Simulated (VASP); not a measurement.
All values below come from PBEsol GGA, VASP's PBE PAW potentials (set 64) (plane waves; VASP 6.6.1).

Input for VASP

File KPOINTS:
```
Automatic mesh
0
Gamma
4 4 4
0 0 0
```

### POSCAR
```
CsPbBr3
1
    5.8731067799    -0.0000000000    -0.0000000000
    0.0000000000     5.8731067799    -0.0000000000
    0.0000000000    -0.0000000000     5.8731067799
Cs Pb Br
1 1 3
Direct
  0.0000000000   0.0000000000   0.0000000000
  0.5000000000   0.5000000000   0.5000000000
  0.5000000000   0.0000000000   0.5000000000
  0.0000000000   0.5000000000   0.5000000000
  0.5000000000   0.5000000000   0.0000000000
```

**INCAR**
```
ALGO=Normal
EDIFF=1E-7
ENCUT=400
GGA=PS
ISIF=2
ISMEAR=-5
LASPH=.TRUE.
LCHARG=.TRUE.
LEFG=.TRUE.
LMAXMIX=4
LORBIT=11
LREAL=.FALSE.
LWAVE=.FALSE.
NEDOS=601
NELM=100
PREC=Accurate
SYSTEM=CsPbBr3
```

POTCAR, in this order: Cs_sv Pb_d Br (PBE.64 set). Program: vasp_std.

The resulting files:

### OSZICAR
```
       N       E                     dE             d eps       ncg     rms          rms(c)
DAV:   1     0.367805655094E+03    0.36781E+03   -0.16490E+04   528   0.123E+03
DAV:   2     0.217860657445E+02   -0.34602E+03   -0.34078E+03   678   0.310E+02
DAV:   3    -0.158560286515E+02   -0.37642E+02   -0.37491E+02   608   0.114E+02
DAV:   4    -0.172486186082E+02   -0.13926E+01   -0.13878E+01   660   0.301E+01
DAV:   5    -0.172920581498E+02   -0.43440E-01   -0.43411E-01   664   0.400E+00    0.440E+00
DAV:   6    -0.168094318306E+02    0.48263E+00   -0.89446E-01   732   0.100E+01    0.254E+00
DAV:   7    -0.167663020928E+02    0.43130E-01   -0.46567E-01   788   0.416E+00    0.905E-01
DAV:   8    -0.167722733139E+02   -0.59712E-02   -0.58462E-02   678   0.211E+00    0.190E-01
DAV:   9    -0.167722983869E+02   -0.25073E-04   -0.10128E-02   744   0.813E-01    0.941E-02
DAV:  10    -0.167724946969E+02   -0.19631E-03   -0.88017E-04   668   0.204E-01    0.327E-02
DAV:  11    -0.167725780119E+02   -0.83315E-04   -0.17299E-04   636   0.885E-02    0.102E-02
DAV:  12    -0.167725793346E+02   -0.13227E-05   -0.17167E-05   692   0.442E-02    0.458E-03
DAV:  13    -0.167725794450E+02   -0.11042E-06   -0.19579E-06   684   0.126E-02    0.246E-03
DAV:  14    -0.167725796117E+02   -0.16667E-06   -0.64045E-07   692   0.775E-03    0.903E-04
DAV:  15    -0.167725795990E+02    0.12694E-07   -0.73362E-08   358   0.307E-03
   1 F= -.16772580E+02 E0= -.16772580E+02  d E =0.000000E+00
```

OUTCAR:
```
------------------------ aborting loop because EDIFF is reached ----------------------------------------
  FORCE on cell =-STRESS in cart. coord.  units (eV):
  Direction    XX          YY          ZZ          XY          YZ          ZX
  --------------------------------------------------------------------------------------
  Total        0.0873735      0.0873735      0.0873735      0.0000000      0.0000000     -0.0000000
  in kB        0.6910136      0.6910136      0.6910136      0.0000000      0.0000000     -0.0000000
  external PRESSURE =       0.6910136 kB  Pullay stress =       0.0000000 kB
  volume of cell :      202.58
      direct lattice vectors                 reciprocal lattice vectors
     5.873106780  0.000000000  0.000000000     0.170267635  0.000000000  0.000000000
     0.000000000  5.873106780  0.000000000     0.000000000  0.170267635  0.000000000
     0.000000000  0.000000000  5.873106780     0.000000000  0.000000000  0.170267635
 POSITION                                       TOTAL-FORCE (eV/Angst)
 -----------------------------------------------------------------------------------
      0.00000      0.00000      0.00000         0.000000      0.000000      0.000000
      2.93655      2.93655      2.93655         0.000000      0.000000      0.000000
      2.93655      0.00000      2.93655         0.000000      0.000000      0.000000
      0.00000      2.93655      2.93655         0.000000      0.000000      0.000000
      2.93655      2.93655      0.00000         0.000000      0.000000      0.000000
 -----------------------------------------------------------------------------------
    total drift:                                0.000000      0.000000     -0.000000
  FREE ENERGIE OF THE ION-ELECTRON SYSTEM (eV)
  ---------------------------------------------------
  free  energy   TOTEN  =       -16.7725795990 eV

  energy  without entropy=      -16.7725795990  energy(sigma->0) =      -16.77257960

 total charge

# of ion       s       p       d       tot
------------------------------------------
    1        1.848   4.700   0.011   6.559
    2        1.493   0.480   9.852  11.825
    3        1.603   3.236   0.008   4.847
    4        1.603   3.236   0.008   4.847
    5        1.603   3.236   0.008   4.847
--------------------------------------------------
tot          8.151  14.888   9.887  32.926

 Electric field gradients after diagonalization (V/A^2)
 (convention: |V_zz| > |V_xx| > |V_yy|)
----------------------------------------------------------------------
 ion       V_xx      V_yy      V_zz     asymmetry (V_yy - V_xx)/ V_zz
----------------------------------------------------------------------
   1       0.000     0.000     0.000      -0.096
   2       0.000     0.000    -0.000       0.018
   3     -94.851   -94.851   189.701       0.000
   4     -94.851   -94.851   189.701       0.000
   5     -94.851   -94.851   189.701       0.000
```
(Selected blocks of OUTCAR.)

OUTCAR:
```
 val. band max:        1.1884834710   @ k =   0.5000   0.5000   0.5000

 cond. band min:       2.6152344692   @ k =   0.5000   0.5000   0.5000


 Fermi energy:         1.2155897837

 k-point     1 :       0.0000    0.0000    0.0000
  band No.  band energies     occupation
      1     -20.2550      2.00000
      2     -15.6434      2.00000
      3     -15.6434      2.00000
      4     -15.4746      2.00000
      5     -15.4746      2.00000
      6     -15.4746      2.00000
      7     -13.6351      2.00000
      8     -12.9013      2.00000
      9     -12.9013      2.00000
     10      -7.0320      2.00000
     11      -7.0320      2.00000
     12      -7.0320      2.00000
     13      -5.8563      2.00000
     14      -3.1847      2.00000
     15      -3.1847      2.00000
     16      -3.1847      2.00000
     17      -0.9697      2.00000
     18      -0.9697      2.00000
     19      -0.9697      2.00000
     20      -0.8509      2.00000
     21      -0.8509      2.00000
     22      -0.8509      2.00000
     23       4.0722      0.00000
     24       5.2149      0.00000
     25       5.2149      0.00000
     26       5.9551      0.00000

 k-point     2 :       0.2500    0.0000    0.0000
  band No.  band energies     occupation
      1     -20.2544      2.00000
      2     -15.6434      2.00000
      3     -15.6108      2.00000
      4     -15.4751      2.00000
      5     -15.4751      2.00000
      6     -15.4746      2.00000
      7     -13.5650      2.00000
      8     -13.0306      2.00000
      9     -12.9004      2.00000
     10      -7.0259      2.00000
     11      -7.0253      2.00000
     12      -7.0253      2.00000
     13      -6.3052      2.00000
     14      -3.1394      2.00000
     15      -3.1394      2.00000
     16      -2.2384      2.00000
     17      -1.0390      2.00000
     18      -1.0390      2.00000
     19      -1.0389      2.00000
     20      -0.9116      2.00000
     21      -0.9116      2.00000
     22      -0.8293      2.00000
...
```

Unless said otherwise, spin-orbit coupling is left out, though it shifts the bands of the heavy elements here.

The compound is CsPbBr3 in the cubic perovskite structure, the ideal cubic form; the compound distorts at low or room temperature. It was relaxed first.
